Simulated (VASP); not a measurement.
All values below come from PBE GGA, VASP's PBE PAW potentials (set 64) (plane waves; VASP).

A VASP calculation is set up with these files.

POSCAR:
```
SbAs
1
    0.0000000000     2.8116880000     2.8116880000
    2.8116880000     0.0000000000     2.8116880000
    2.8116880000     2.8116880000     0.0000000000
As Sb
1 1
Direct
  0.0000000000   0.0000000000   0.0000000000
  0.5000000000   0.5000000000   0.5000000000
```

**INCAR**
```
ISMEAR = 0
LWAVE = .FALSE.
SIGMA = 0.05   ! width (eV)
NELM = 100
PREC = Accurate
LASPH = .TRUE.
ENCUT = 400
ISIF = 2
ALGO = Normal
EDIFF = 1E-6
SYSTEM = SbAs
GGA = PE
LMAXMIX = 4   ! l cut-off of mixed one-centre charges
LREAL = .FALSE.   ! projection in real space or not
LCHARG = .FALSE.
```

KPOINTS:
```
Automatic mesh
0
Gamma
7 7 7
0 0 0
```

POTCAR, in this order: As Sb (PBE.64 set). Program: vasp_std.

What VASP printed:

OSZICAR:
```
       N       E                     dE             d eps       ncg     rms          rms(c)
DAV:   1     0.243419101402E+02    0.24342E+02   -0.35525E+03   360   0.750E+02
DAV:   2    -0.759764577848E+01   -0.31940E+02   -0.31132E+02   560   0.113E+02
DAV:   3    -0.862349163619E+01   -0.10258E+01   -0.10212E+01   423   0.222E+01
DAV:   4    -0.862969202940E+01   -0.62004E-02   -0.61994E-02   464   0.201E+00
DAV:   5    -0.862972642211E+01   -0.34393E-04   -0.34392E-04   431   0.152E-01    0.355E+00
DAV:   6    -0.856838243206E+01    0.61344E-01   -0.22473E-01   381   0.212E+00    0.214E+00
DAV:   7    -0.856880986173E+01   -0.42743E-03   -0.29838E-02   427   0.103E+00    0.770E-01
DAV:   8    -0.856906003715E+01   -0.25018E-03   -0.20245E-03   382   0.303E-01    0.107E-01
DAV:   9    -0.856915975985E+01   -0.99723E-04   -0.16691E-04   392   0.110E-01    0.578E-02
DAV:  10    -0.856915990931E+01   -0.14946E-06   -0.11379E-05   470   0.248E-02    0.161E-02
DAV:  11    -0.856915994685E+01   -0.37536E-07   -0.65655E-06   363   0.164E-02
   1 F= -.85691599E+01 E0= -.85687507E+01  d E =-.818478E-03
```

File OUTCAR:
```
------------------------ aborting loop because EDIFF is reached ----------------------------------------
  FORCE on cell =-STRESS in cart. coord.  units (eV):
  Direction    XX          YY          ZZ          XY          YZ          ZX
  --------------------------------------------------------------------------------------
  Total        2.7497785      2.7497785      2.7497785     -0.0000000     -0.0000000      0.0000000
  in kB       99.1007429     99.1007429     99.1007429     -0.0000000     -0.0000000      0.0000000
  external PRESSURE =      99.1007429 kB  Pullay stress =       0.0000000 kB
  volume of cell :       44.46
      direct lattice vectors                 reciprocal lattice vectors
     0.000000000  2.811688000  2.811688000    -0.177829119  0.177829119  0.177829119
     2.811688000  0.000000000  2.811688000     0.177829119 -0.177829119  0.177829119
     2.811688000  2.811688000  0.000000000     0.177829119  0.177829119 -0.177829119
 POSITION                                       TOTAL-FORCE (eV/Angst)
 -----------------------------------------------------------------------------------
      0.00000      0.00000      0.00000        -0.000000      0.000000     -0.000000
      2.81169      2.81169      2.81169         0.000000     -0.000000      0.000000
 -----------------------------------------------------------------------------------
    total drift:                                0.000000      0.000000      0.000000
  FREE ENERGIE OF THE ION-ELECTRON SYSTEM (eV)
  ---------------------------------------------------
  free  energy   TOTEN  =        -8.5691599468 eV

  energy  without entropy=       -8.5683414693  energy(sigma->0) =       -8.56875071
```
(Selected blocks of OUTCAR.)

The structure was generated: SbAs was put into the rocksalt type (Fm-3m), which need not be its known phase. The cell was not relaxed at this level.
